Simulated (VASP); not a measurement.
Level of theory: PBE GGA, VASP's PBE PAW potentials (set 64) (plane waves; VASP).

VASP ran on this input.

**KPOINTS**
```
Automatic mesh
0
Gamma
7 7 7
0 0 0
```

### INCAR
```
# general
SYSTEM =CdS
PREC   =Accurate
ENCUT  =800   # plane-wave cut-off (eV)
LREAL  =.FALSE.   # projection in real space or not
LASPH  =.TRUE.   # aspherical one-centre terms

# electronic loop
EDIFF  =1E-6
NELM   =100
ALGO   =Normal   # blocked Davidson
LMAXMIX=4

# smearing
ISMEAR =0
SIGMA  =0.05

# functional
GGA    =PE   # PBE

# ions
ISIF   =2   # forces and stress, cell fixed

# output
LWAVE  =.FALSE.
LCHARG =.FALSE.
```

### POSCAR
```
CdS
2.910
  0.0000000000   1.0000000000   1.0000000000
  1.0000000000   0.0000000000   1.0000000000
  1.0000000000   1.0000000000   0.0000000000
Cd S
1 1
Cartesian
  0.0000000000   0.0000000000   0.0000000000
  0.5000000000   0.5000000000   0.5000000000
```

POTCAR, in this order: Cd_sv_GW S (PBE.64 set). Program: vasp_std.

What VASP printed:

**OUTCAR**
```
 ion  position               nearest neighbor table
   1  0.000  0.000  0.000-   2 2.52   2 2.52   2 2.52   2 2.52
   2  0.250  0.250  0.250-   1 2.52   1 2.52   1 2.52   1 2.52
  LATTYP: Found a face centered cubic cell.
 ALAT       =     5.8200000000
 Subroutine PRICEL returns:
 Original cell was already a primitive cell.
 Subroutine GETGRP returns: Found 24 space group operations
The static configuration has the point symmetry T_d .
The dynamic configuration has the point symmetry T_d .
 Subroutine INISYM returns: Found 24 space group operations
 Subroutine IBZKPT returns following result:
 Found     20 irreducible k-points:

 Following reciprocal coordinates:
            Coordinates               Weight
  0.000000  0.000000  0.000000      1.000000
  0.142857  0.000000  0.000000      8.000000
  0.285714  0.000000  0.000000      8.000000
  0.428571  0.000000  0.000000      8.000000
  0.142857  0.142857  0.000000      6.000000
  0.285714  0.142857  0.000000     24.000000
  0.428571  0.142857  0.000000     24.000000
 -0.428571  0.142857  0.000000     24.000000
 -0.285714  0.142857  0.000000     24.000000
 -0.142857  0.142857  0.000000     12.000000
  0.285714  0.285714  0.000000      6.000000
  0.428571  0.285714  0.000000     24.000000
 -0.428571  0.285714  0.000000     24.000000
 -0.285714  0.285714  0.000000     12.000000
  0.428571  0.428571  0.000000      6.000000
 -0.428571  0.428571  0.000000     12.000000
  0.428571  0.285714  0.142857     24.000000
 -0.428571  0.285714  0.142857     48.000000
 -0.428571  0.428571  0.142857     24.000000
 -0.285714  0.428571  0.142857     24.000000
   k-points           NKPTS =     20   k-points in BZ     NKDIM =     20   number of bands    NBANDS=     17
   number of dos      NEDOS =    301   number of ions     NIONS =      2
   total plane-waves  NPLWV =  64000
   dimension x,y,z NGX =    40 NGY =   40 NGZ =   40
...
```

**OSZICAR**
```
       N       E                     dE             d eps       ncg     rms          rms(c)
DAV:   1     0.500837352655E+03    0.50084E+03   -0.18387E+04   680   0.250E+03
DAV:   2     0.582444274524E+02   -0.44259E+03   -0.42802E+03   682   0.734E+02
DAV:   3    -0.403428008631E+01   -0.62279E+02   -0.61731E+02  1058   0.290E+02
DAV:   4    -0.665598647296E+01   -0.26217E+01   -0.26192E+01   848   0.674E+01
DAV:   5    -0.674117085230E+01   -0.85184E-01   -0.85156E-01  1084   0.130E+01    0.220E+01
DAV:   6    -0.621047674951E+01    0.53069E+00   -0.15820E+00  1083   0.238E+01    0.164E+01
DAV:   7    -0.620339746960E+01    0.70793E-02   -0.50037E-01  1045   0.698E+00    0.522E+00
DAV:   8    -0.619464521993E+01    0.87522E-02   -0.57992E-02   989   0.320E+00    0.367E-01
DAV:   9    -0.619462828943E+01    0.16930E-04   -0.39881E-03  1000   0.151E+00    0.944E-02
DAV:  10    -0.619471768656E+01   -0.89397E-04   -0.12361E-04   735   0.133E-01    0.570E-02
DAV:  11    -0.619474847444E+01   -0.30788E-04   -0.53589E-05   935   0.101E-01    0.262E-02
DAV:  12    -0.619475039772E+01   -0.19233E-05   -0.37498E-06   733   0.431E-02    0.327E-03
DAV:  13    -0.619475079392E+01   -0.39620E-06   -0.89718E-07   603   0.105E-02
   1 F= -.61947508E+01 E0= -.61947508E+01  d E =-.758710E-42
```

**OUTCAR**
```
------------------------ aborting loop because EDIFF is reached ----------------------------------------
  FORCE on cell =-STRESS in cart. coord.  units (eV):
  Direction    XX          YY          ZZ          XY          YZ          ZX
  --------------------------------------------------------------------------------------
  Total        0.9734888      0.9734888      0.9734888      0.0000000      0.0000000      0.0000000
  in kB       31.6470018     31.6470018     31.6470018      0.0000000      0.0000000      0.0000000
  external PRESSURE =      31.6470018 kB  Pullay stress =       0.0000000 kB
  volume of cell :       49.28
      direct lattice vectors                 reciprocal lattice vectors
     0.000000000  2.910000000  2.910000000    -0.171821306  0.171821306  0.171821306
     2.910000000  0.000000000  2.910000000     0.171821306 -0.171821306  0.171821306
     2.910000000  2.910000000  0.000000000     0.171821306  0.171821306 -0.171821306
  FREE ENERGIE OF THE ION-ELECTRON SYSTEM (eV)
  ---------------------------------------------------
  free  energy   TOTEN  =        -6.1947507939 eV

  energy  without entropy=       -6.1947507939  energy(sigma->0) =       -6.19475079
```
(Selected blocks of OUTCAR.)

OUTCAR:
```
 val. band max:        2.9237250991   @ k =   0.0000   0.0000   0.0000

 cond. band min:       4.0819648813   @ k =   0.0000   0.0000   0.0000


 Fermi energy:         3.3945687284

 k-point     1 :       0.0000    0.0000    0.0000
  band No.  band energies     occupation
      1     -98.4204      2.00000
      2     -59.4834      2.00000
      3     -59.4834      2.00000
      4     -59.4834      2.00000
      5      -9.4820      2.00000
      6      -4.8238      2.00000
      7      -4.8238      2.00000
      8      -4.8238      2.00000
      9      -4.3349      2.00000
     10      -4.3349      2.00000
     11       2.9237      2.00000
     12       2.9237      2.00000
     13       2.9237      2.00000
     14       4.0820      0.00000
     15       9.4758      0.00000
     16       9.4758      0.00000
     17       9.4758      0.00000

 k-point     2 :       0.1429    0.0000    0.0000
  band No.  band energies     occupation
      1     -98.4204      2.00000
      2     -59.4835      2.00000
      3     -59.4834      2.00000
      4     -59.4834      2.00000
      5      -9.4005      2.00000
      6      -4.7945      2.00000
      7      -4.7945      2.00000
      8      -4.7520      2.00000
      9      -4.3359      2.00000
     10      -4.3359      2.00000
     11       1.6911      2.00000
     12       2.7664      2.00000
     13       2.7664      2.00000
     14       5.0637      0.00000
     15       9.1696      0.00000
     16       9.7263      0.00000
     17       9.7263      0.00000

 k-point     3 :       0.2857    0.0000    0.0000
  band No.  band energies     occupation
      1     -98.4203      2.00000
      2     -59.4837      2.00000
      3     -59.4834      2.00000
      4     -59.4834      2.00000
      5      -9.2163      2.00000
      6      -4.7378      2.00000
      7      -4.7378      2.00000
      8      -4.4867      2.00000
      9      -4.3258      2.00000
     10      -4.3258      2.00000
     11       0.0095      2.00000
...
```

The compound is CdS in the zinc blende structure, a metastable form; wurtzite is the usual one. The cell was not relaxed at this level. The run is one of a series of settings (ENCUT = 800, POTCAR Cd_sv_GW S (PBE.64 set) against the base run), some of them coarse on purpose.
